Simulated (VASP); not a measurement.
Here is a VASP 6.6.1 calculation.

INCAR

```
SYSTEM = AgRh
  PREC = Accurate
  ENCUT = 520
  EDIFF = 1E-6
  ISMEAR = -1
  SIGMA = 0.1
  LREAL = .FALSE.
  LASPH = .TRUE.
  NELM = 60
  ALGO = Normal
  ISIF = 2
  LWAVE = .FALSE.
  LCHARG = .FALSE.
  GGA = PE
  NBANDS = 20
```

Contents of KPOINTS:

```
Automatic mesh
0
G
  10 10 5
  0 0 0
```

The input POSCAR:

```
AgRh
1.0
    2.7775900000      0.0000000000      0.0000000000
   -1.3887900000      2.4054600000      0.0000000000
    0.0000000000      0.0000000000      4.8086000000
Ag Rh
1 1
Direct
    0.0000000000      0.0000000000      0.5000000000
    0.6666666667      0.3333333333      0.0000000000
```

Potentials or basis: VASP PAW PBE potentials, release 64 (Ag, Rh_pv).

The run is started by

```bash
$ cat potpaw_PBE.64/Ag/POTCAR potpaw_PBE.64/Rh_pv/POTCAR > POTCAR
$ mpirun -np 1 vasp_std > vasp.out
```

Q: Predict the band gap on the k mesh.

A: None (metal or under the smearing width).

Q: Estimate the pressure.

A: -2.1 GPa.

Stress tensor (GPa, compression positive):
```
-1.72  0.00  0.00
 0.00 -1.72  0.00
 0.00  0.00 -2.71
```
